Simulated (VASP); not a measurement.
Given:

```xyz
2
Lattice="2.9606 0.0000 0.0000 0.0000 2.9606 0.0000 0.0000 0.0000 2.9606" Properties=species:S:1:pos:R:3 pbc="T T T"
Zn     1.4803     1.4803     1.4803
Cu     0.0000     0.0000     0.0000
```

Method: PBE GGA, VASP's PBE PAW potentials (set 64) (plane waves; VASP). Settings: 480 eV cut-off, 12×12×12 Γ-centred mesh, first-order Methfessel-Paxton smearing of 0.10 eV, potentials Zn Cu.

Q: What does the run give for the energy per atom (σ→0), band gap (on the k-mesh) with the smallest direct gap where there is one?

A: 
The band gap (on the k-mesh) is none (metal, semimetal or under 0.01 eV) and the energy per atom (σ→0) is -241.6 kJ/mol of atoms.

Only differences to runs with the same potentials and settings are physical.

The compound is CuZn in the CsCl type structure. It was relaxed first. The electron count is odd and the run is not spin-polarised, which forces a metal.
